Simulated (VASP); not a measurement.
Consider the following.

```
CELL_PARAMETERS angstrom
      1.59597    -2.76430     0.00000
      1.59597     2.76430     0.00000
      0.00000     0.00000     5.04130
ATOMIC_POSITIONS crystal
  Hf 0.33333 0.66667 0.25000
  Hf 0.66667 0.33333 0.75000
```

These are r2SCAN meta-GGA, VASP's PBE PAW potentials (set 64) (plane waves; VASP) values and carry that method's errors. Settings: 400 eV cut-off, 12×12×7 Γ-centred mesh, first-order Methfessel-Paxton smearing of 0.10 eV, potentials Hf_pv.

Unless said otherwise, spin-orbit coupling is left out, though it shifts the bands of the heavy elements here.

**Question.** Predict the energy per atom (σ→0), band gap (on the k-mesh) with the smallest direct gap where there is one.

**Answer.** 
```
Property                                                     Value
------------------------  ----------------------------------------
band gap (on the k-mesh)  none (metal, semimetal or under 0.01 eV)
energy per atom (σ→0)                              -45.152 eV/atom
```

The compound is Hf in the hcp structure. It was relaxed first. The start is the result of an earlier pass.
